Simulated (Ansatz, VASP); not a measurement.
## K2PdC2 in VASP and in Ansatz

```
K Pd C
1.0
     4.95813    0.00000    0.00000
    -2.47907    4.29387    0.00000
     0.00000    0.00000    5.60308
K Pd C
2 1 2
Direct
  0.66667 0.33333 0.72020
  0.33333 0.66667 0.27980
  0.00000 0.00000 0.00000
  0.00000 0.00000 0.62020
  0.00000 0.00000 0.37980
```

Alike in both runs: task single point; functional LDA; k mesh 9 × 9 × 6; occupations gaussian, width 0.05 eV; no spin polarisation.

|  | VASP | Ansatz |
| --- | --- | --- |
| version | VASP 6.6.1 | Ansatz 0.2.0 |
| potentials or method | VASP PAW LDA potentials, release 64 (K_sv, Pd, C) | scalar-relativistic, plane waves, PAW |
| plane-wave cutoff (eV) | 520 | 420 |
| valence electrons in the cell | 36 | 44 |

```csv
,VASP,Ansatz,Ansatz less VASP
gap on the k mesh at the Fermi level (eV),1.56,1.56,-0.004
least direct gap on the mesh (eV),1.60,1.60,-0.004
pressure (GPa),-7.5,-7.6,-0.15
largest component of the traceless stress (GPa),13.71,13.83,+0.115
rms of the force components (eV/Å),1.290,1.309,+0.0190
```

Atom by atom the forces differ by 0.019 eV/Å (rms over components). The two sets of potentials don't hold the same shells in valence.

Caveats: an odd mesh through Γ misses points on the zone boundary, where band edges often lie; forces of over 1 eV/Å show positions far from the minimum, so gaps and moduli don't describe the material at rest. As with any semilocal functional, this LDA gap is likely too small.
